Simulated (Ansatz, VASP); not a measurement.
## Two plane-wave programs on Ta2Hg

```
CELL_PARAMETERS angstrom
4.46125 0.00000 0.00000
-2.23063 3.86356 0.00000
0.00000 0.00000 3.13788
ATOMIC_POSITIONS crystal
Ta 0.33333 0.66667 0.50000
Ta 0.66667 0.33333 0.50000
Hg 0.00000 0.00000 0.00000
```

Alike in both runs: task relaxation of cell and atoms; functional PBE; k mesh 6 × 6 × 6; occupations gaussian, width 0.1 eV; no spin polarisation.

|  | VASP | Ansatz |
| --- | --- | --- |
| version | VASP 6.6.1 | Ansatz 0.2.0 |
| potentials or method | VASP PAW PBE potentials, release 64 (Ta_pv, Hg) | scalar-relativistic, plane waves, PAW |
| plane-wave cutoff (eV) | 600 | 420 |
| valence electrons in the cell | 34 | 46 |

VASP gave:

| Property | Result |
| --- | --- |
| gap on the k mesh at the Fermi level, each at its own relaxed structure (eV) | none |
| relaxed volume (Å³/atom) | 19.36 |
| relaxed cell length with the largest relative difference (Å) | 2.878 |
| energy change over the relaxation (meV/atom) | -244 |

What did Ansatz give for the same quantities?

gap on the k mesh at the Fermi level, each at its own relaxed structure (eV): none; relaxed volume (Å³/atom): 19.28; relaxed cell length with the largest relative difference (Å): 2.874; energy change over the relaxation (meV/atom): -240.

A gap of «none» marks a metal or a gap that the smearing closes. The two sets of potentials don't hold the same shells in valence.

Spin-orbit coupling is left out, which matters for the levels of Hg, Ta.
